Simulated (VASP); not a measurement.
Method: PBEsol GGA, VASP's PBE PAW potentials (set 64) (plane waves; VASP).

Input for VASP

### POSCAR
```
RhN
1
    2.9929758625     0.0000000000     0.0000000000
   -1.4964879312     2.5919929956    -0.0000000000
    0.0000000000     0.0000000000     5.0717860197
Rh N
2 2
Direct
  0.0000000000   0.0000000000   0.0000000000
  0.0000000000   0.0000000000   0.5000000000
  0.3333330000   0.6666670000   0.2500000000
  0.6666670000   0.3333330000   0.7500000000
```

KPOINTS:
```
Regular mesh
0
gamma
 13 13 7
0 0 0
```

**INCAR**
```
! general
SYSTEM   =  RhN
PREC     =  Accurate
ENCUT    =  520
LREAL    =  F
LASPH    =  T

! electronic loop
EDIFF    =  1E-7
NELM     =  100
ALGO     =  Normal
LMAXMIX  =  4

! smearing
ISMEAR   =  -5

! functional
GGA      =  PS

! ions
ISIF     =  2

! output
LWAVE    =  F
LCHARG   =  T
LORBIT   =  11
NEDOS    =  601

! other
LEFG     =  T
```

POTCAR, in this order: Rh_pv N (PBE.64 set). Program: vasp_std.

Output

**OSZICAR**
```
       N       E                     dE             d eps       ncg     rms          rms(c)
DAV:   1     0.431660286630E+03    0.43166E+03   -0.24636E+04  4072   0.185E+03
DAV:   2    -0.177676072997E+02   -0.44943E+03   -0.44346E+03  4896   0.539E+02
DAV:   3    -0.346048712989E+02   -0.16837E+02   -0.16713E+02  4304   0.111E+02
DAV:   4    -0.348452511147E+02   -0.24038E+00   -0.23990E+00  4720   0.131E+01
DAV:   5    -0.348484663089E+02   -0.32152E-02   -0.32120E-02  4272   0.146E+00    0.325E+01
DAV:   6    -0.323030139397E+02    0.25455E+01   -0.27608E+01  4544   0.481E+01    0.152E+01
DAV:   7    -0.311510954316E+02    0.11519E+01   -0.80673E+00  4528   0.274E+01    0.115E+01
DAV:   8    -0.310266597635E+02    0.12444E+00   -0.76166E-01  4224   0.803E+00    0.680E-01
DAV:   9    -0.310213956669E+02    0.52641E-02   -0.36063E-02  4088   0.132E+00    0.354E-01
DAV:  10    -0.310207520798E+02    0.64359E-03   -0.34434E-03  4480   0.486E-01    0.145E-01
DAV:  11    -0.310206642702E+02    0.87810E-04   -0.51700E-04  4616   0.161E-01    0.665E-02
DAV:  12    -0.310206625515E+02    0.17186E-05   -0.23449E-05  4280   0.511E-02    0.971E-03
DAV:  13    -0.310206517050E+02    0.10847E-04   -0.39160E-06  4376   0.196E-02    0.363E-03
DAV:  14    -0.310206512730E+02    0.43201E-06   -0.42798E-07  3424   0.474E-03    0.111E-03
DAV:  15    -0.310206519461E+02   -0.67316E-06   -0.52376E-08  2032   0.169E-03    0.133E-04
DAV:  16    -0.310206519576E+02   -0.11494E-07   -0.52514E-09  2016   0.811E-04
   1 F= -.31020652E+02 E0= -.31020652E+02  d E =0.000000E+00
```

OUTCAR:
```
------------------------ aborting loop because EDIFF is reached ----------------------------------------
  FORCE on cell =-STRESS in cart. coord.  units (eV):
  Direction    XX          YY          ZZ          XY          YZ          ZX
  --------------------------------------------------------------------------------------
  Total       -0.0645464     -0.0645463      0.0140516     -0.0000000      0.0000000      0.0000000
  in kB       -2.6283569     -2.6283566      0.5721867     -0.0000000      0.0000000      0.0000000
  external PRESSURE =      -1.5615090 kB  Pullay stress =       0.0000000 kB
  volume of cell :       39.35
      direct lattice vectors                 reciprocal lattice vectors
     2.992975862  0.000000000  0.000000000     0.334115625  0.192901756  0.000000000
    -1.496487931  2.591992996  0.000000000     0.000000000  0.385803512  0.000000000
     0.000000000  0.000000000  5.071786020     0.000000000  0.000000000  0.197169202
 POSITION                                       TOTAL-FORCE (eV/Angst)
 -----------------------------------------------------------------------------------
      0.00000      0.00000      0.00000        -0.000000     -0.000000      0.000000
      0.00000      0.00000      2.53589        -0.000000     -0.000000      0.000000
     -0.00000      1.72800      1.26795         0.000000     -0.000000     -0.000000
      1.49649      0.86400      3.80384        -0.000000      0.000000      0.000000
 -----------------------------------------------------------------------------------
    total drift:                                0.000000     -0.000000      0.000000
  FREE ENERGIE OF THE ION-ELECTRON SYSTEM (eV)
  ---------------------------------------------------
  free  energy   TOTEN  =       -31.0206519576 eV

  energy  without entropy=      -31.0206519576  energy(sigma->0) =      -31.02065196

 total charge

# of ion       s       p       d       tot
------------------------------------------
    1        0.342   6.332   7.153  13.826
    2        0.342   6.332   7.153  13.826
    3        1.231   2.357   0.000   3.588
    4        1.231   2.357   0.000   3.588
--------------------------------------------------
tot          3.146  17.377  14.306  34.829

 Electric field gradients after diagonalization (V/A^2)
 (convention: |V_zz| > |V_xx| > |V_yy|)
----------------------------------------------------------------------
 ion       V_xx      V_yy      V_zz     asymmetry (V_yy - V_xx)/ V_zz
----------------------------------------------------------------------
   1     -13.744   -13.741    27.485       0.000
   2     -13.744   -13.741    27.485       0.000
   3      -5.181    -5.178    10.359       0.000
   4      -5.181    -5.178    10.359       0.000
```
(Selected blocks of OUTCAR.)

For a metal the tetrahedron method with Blöchl corrections gives inexact stress and forces.

The structure was generated: RhN was put into the NiAs type type (P6_3/mmc), which need not be its known phase. It was relaxed first, which changed the volume by -16 %.
